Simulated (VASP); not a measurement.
These are TPSS meta-GGA, VASP's PBE PAW potentials (set 64) (plane waves; VASP) values and carry that method's errors.

Input for VASP

**KPOINTS**
```
Automatic mesh
0
Gamma
6 6 6
0 0 0
```

INCAR:
```
ALGO  =  Normal
EDIFF  =  1E-7
ENCUT  =  520
ISIF  =  2
ISMEAR  =  0
LASPH  =  .TRUE.
LCHARG  =  .FALSE.
LMAXMIX  =  4
LMIXTAU  =  .TRUE.
LREAL  =  .FALSE.
LWAVE  =  .FALSE.
METAGGA  =  TPSS
NELM  =  100
PREC  =  Accurate
SIGMA  =  0.05
SYSTEM  =  SrTiO3
```

**POSCAR**
```
SrTiO3
3.887970
  0.9999999721   0.0000000000   0.0000000000
  0.0000000000   0.9999999721   0.0000000000
  0.0000000000   0.0000000000   0.9999999721
Sr Ti O
1 1 3
Cartesian
  0.0000000000   0.0000000000   0.0000000000
  0.4999999860   0.4999999860   0.4999999860
  0.4999999860   0.0000000000   0.4999999860
  0.0000000000   0.4999999860   0.4999999860
  0.4999999860   0.4999999860   0.0000000000
```

POTCAR, in this order: Sr_sv Ti_sv O (PBE.64 set). Program: vasp_std.

The resulting files:

**OUTCAR**
```
 ion  position               nearest neighbor table
   1  0.000  0.000  0.000-   3 2.75   4 2.75   5 2.75   3 2.75   4 2.75   4 2.75   5 2.75   4 2.75
                             3 2.75   5 2.75   3 2.75   5 2.75   2 3.37   2 3.37   2 3.37   2 3.37
   2  0.500  0.500  0.500-   3 1.94   4 1.94   5 1.94   5 1.94   3 1.94   4 1.94   1 3.37   1 3.37
                             1 3.37   1 3.37   1 3.37   1 3.37   1 3.37   1 3.37
   3  0.500  0.000  0.500-   2 1.94   2 1.94   1 2.75   1 2.75   1 2.75   1 2.75
   4  0.000  0.500  0.500-   2 1.94   2 1.94   1 2.75   1 2.75   1 2.75   1 2.75
   5  0.500  0.500  0.000-   2 1.94   2 1.94   1 2.75   1 2.75   1 2.75   1 2.75
  LATTYP: Found a simple cubic cell.
 ALAT       =     3.8879698915
 Subroutine PRICEL returns:
 Original cell was already a primitive cell.
 Subroutine GETGRP returns: Found 48 space group operations
The static configuration has the point symmetry O_h .
The dynamic configuration has the point symmetry O_h .
 Subroutine INISYM returns: Found 48 space group operations
 Subroutine IBZKPT returns following result:
 Found     20 irreducible k-points:

 Following reciprocal coordinates:
            Coordinates               Weight
  0.000000  0.000000  0.000000      1.000000
  0.166667  0.000000  0.000000      6.000000
  0.333333  0.000000  0.000000      6.000000
  0.500000  0.000000  0.000000      3.000000
  0.166667  0.166667  0.000000     12.000000
  0.333333  0.166667  0.000000     24.000000
  0.500000  0.166667  0.000000     12.000000
  0.333333  0.333333  0.000000     12.000000
  0.500000  0.333333  0.000000     12.000000
  0.500000  0.500000  0.000000      3.000000
  0.166667  0.166667  0.166667      8.000000
  0.333333  0.166667  0.166667     24.000000
  0.500000  0.166667  0.166667     12.000000
  0.333333  0.333333  0.166667     24.000000
  0.500000  0.333333  0.166667     24.000000
  0.500000  0.500000  0.166667      6.000000
  0.333333  0.333333  0.333333      8.000000
  0.500000  0.333333  0.333333     12.000000
  0.500000  0.500000  0.333333      6.000000
  0.500000  0.500000  0.500000      1.000000
   k-points           NKPTS =     20   k-points in BZ     NKDIM =     20   number of bands    NBANDS=     24
   number of dos      NEDOS =    301   number of ions     NIONS =      5
   total plane-waves  NPLWV =  27000
   dimension x,y,z NGX =    30 NGY =   30 NGZ =   30
   dimension x,y,z NGXF=    60 NGYF=   60 NGZF=   60
   ions per type =               1   1   3
   PREC   = accura    normal or accurate (medium, high low for compatibility)
   ISTART =      0    job   : 0-new  1-cont  2-samecut
   ICHARG =      2    charge: 1-file 2-atom 10-const
   ISPIN  =      1    spin polarized calculation?
   LNONCOLLINEAR =      F non collinear calculations
   LSORBIT =      F    spin-orbit coupling
   INIWAV =      1    electr: 0-lowe 1-rand  2-diag
   ENCUT  =  520.0 eV  38.22 Ry    6.18 a.u.   7.23  7.23  7.23*2*pi/ulx,y,z
   NELM   =    100;   NELMIN=  2; NELMDL= -5     # of ELM steps
   EDIFF  = 0.1E-06   stopping-criterion for ELM
   LREAL  =      F    real-space projection
   NLSPLINE    = F    spline interpolate recip. space projectors
   LMAXMIX     =    4 max onsite mixed and CHGCAR
   VOSKOWN=      0    Vosko Wilk Nusair interpolation
   EDIFFG = 0.1E-05   stopping-criterion for IOM
   NSW    =      0    number of steps for IOM
   NBLOCK =      1;   KBLOCK =      1    inner block; outer block
   IBRION =     -1    ionic relax: 0-MD 1-quasi-New 2-CG
   NFREE  =      0    steps in history (QN), initial steepest desc. (CG)
   ISIF   =      2    stress and relaxation
   ISYM   =      2    0-nonsym 1-usesym 2-fastsym
   TEIN   =    0.0    initial temperature
   TEBEG  =    0.0;   TEEND  =   0.0 temperature during run
   SMASS  =  -3.00    Nose mass-parameter (am)
   PSTRESS=    0.0 pullay stress
   NELECT =      40.0000    total number of electrons
   EFERMI =   0.00;   METHOD = LEGACY
   ISMEAR =     0;   SIGMA  =   0.05  broadening in eV -4-tet -1-fermi 0-gaus
...
```

File OSZICAR:
```
       N       E                     dE             d eps       ncg     rms          rms(c)
DAV:   1     0.454031049251E+03    0.45403E+03   -0.22516E+04   960   0.195E+03
DAV:   2     0.265099611743E+02   -0.42752E+03   -0.42229E+03  1016   0.513E+02
DAV:   3    -0.303069116351E+02   -0.56817E+02   -0.54521E+02  1656   0.159E+02
DAV:   4    -0.329636556635E+02   -0.26567E+01   -0.26528E+01  1192   0.323E+01
DAV:   5    -0.330534952100E+02   -0.89840E-01   -0.89836E-01  1472   0.464E+00    0.922E+01
DAV:   6    -0.680265827102E+02   -0.34973E+02   -0.27975E+02  1304   0.160E+02    0.326E+01
DAV:   7    -0.627680921049E+02    0.52585E+01   -0.27140E+01  1432   0.509E+01    0.146E+01
DAV:   8    -0.627574792767E+02    0.10613E-01   -0.25598E+00  1184   0.111E+01    0.836E+00
DAV:   9    -0.627870394131E+02   -0.29560E-01   -0.37947E-01  1312   0.448E+00    0.496E+00
DAV:  10    -0.625245994051E+02    0.26244E+00   -0.22574E-01  1168   0.396E+00    0.196E+00
DAV:  11    -0.627769158331E+02   -0.25232E+00   -0.48808E-01  1008   0.524E+00    0.527E-01
DAV:  12    -0.628023936972E+02   -0.25478E-01   -0.72547E-02  1112   0.204E+00    0.291E-01
DAV:  13    -0.628039217070E+02   -0.15280E-02   -0.27559E-03  1552   0.391E-01    0.214E-01
DAV:  14    -0.628067213967E+02   -0.27997E-02   -0.48136E-03  1072   0.489E-01    0.131E-01
DAV:  15    -0.628072087100E+02   -0.48731E-03   -0.12736E-03  1232   0.234E-01    0.450E-02
DAV:  16    -0.628072255285E+02   -0.16819E-04   -0.13103E-04  1272   0.107E-01    0.404E-02
DAV:  17    -0.628072609020E+02   -0.35374E-04   -0.10824E-05  1200   0.316E-02    0.326E-02
DAV:  18    -0.628072588944E+02    0.20076E-05   -0.17193E-05  1200   0.448E-02    0.231E-02
DAV:  19    -0.628072673170E+02   -0.84226E-05   -0.32723E-05  1240   0.414E-02    0.184E-02
DAV:  20    -0.628072661650E+02    0.11520E-05   -0.28906E-06  1288   0.139E-02    0.102E-02
DAV:  21    -0.628072659555E+02    0.20943E-06   -0.32904E-07  1112   0.447E-03    0.801E-03
DAV:  22    -0.628072654793E+02    0.47619E-06   -0.19089E-06  1320   0.943E-03    0.149E-03
DAV:  23    -0.628072652825E+02    0.19681E-06   -0.56328E-08   520   0.271E-03    0.587E-04
DAV:  24    -0.628072652135E+02    0.69019E-07   -0.28940E-08   496   0.143E-03
   1 F= -.62807265E+02 E0= -.62807265E+02  d E =-.148283E-26
```

### OUTCAR
```
------------------------ aborting loop because EDIFF is reached ----------------------------------------
  FORCE on cell =-STRESS in cart. coord.  units (eV):
  Direction    XX          YY          ZZ          XY          YZ          ZX
  --------------------------------------------------------------------------------------
  Total        2.1490068      2.1490068      2.1490068      0.0000000      0.0000000      0.0000000
  in kB       58.5840894     58.5840894     58.5840894      0.0000000      0.0000000      0.0000000
  external PRESSURE =      58.5840894 kB  Pullay stress =       0.0000000 kB
  volume of cell :       58.77
      direct lattice vectors                 reciprocal lattice vectors
     3.887969892  0.000000000  0.000000000     0.257203638  0.000000000  0.000000000
     0.000000000  3.887969892  0.000000000     0.000000000  0.257203638  0.000000000
     0.000000000  0.000000000  3.887969892     0.000000000  0.000000000  0.257203638
 POSITION                                       TOTAL-FORCE (eV/Angst)
 -----------------------------------------------------------------------------------
      0.00000      0.00000      0.00000         0.000000      0.000000      0.000000
      1.94398      1.94398      1.94398         0.000000      0.000000      0.000000
      1.94398      0.00000      1.94398         0.000000      0.000000      0.000000
      0.00000      1.94398      1.94398         0.000000      0.000000      0.000000
      1.94398      1.94398      0.00000         0.000000      0.000000      0.000000
 -----------------------------------------------------------------------------------
    total drift:                                0.000000      0.000000     -0.000000
  FREE ENERGIE OF THE ION-ELECTRON SYSTEM (eV)
  ---------------------------------------------------
  free  energy   TOTEN  =       -62.8072652135 eV

  energy  without entropy=      -62.8072652135  energy(sigma->0) =      -62.80726521
```
(Selected blocks of OUTCAR.)

The compound is SrTiO3 in the cubic perovskite structure, the ideal cubic form; the compound distorts at low or room temperature. This cell is one point of a volume scan, at 0.97 of the reference volume.
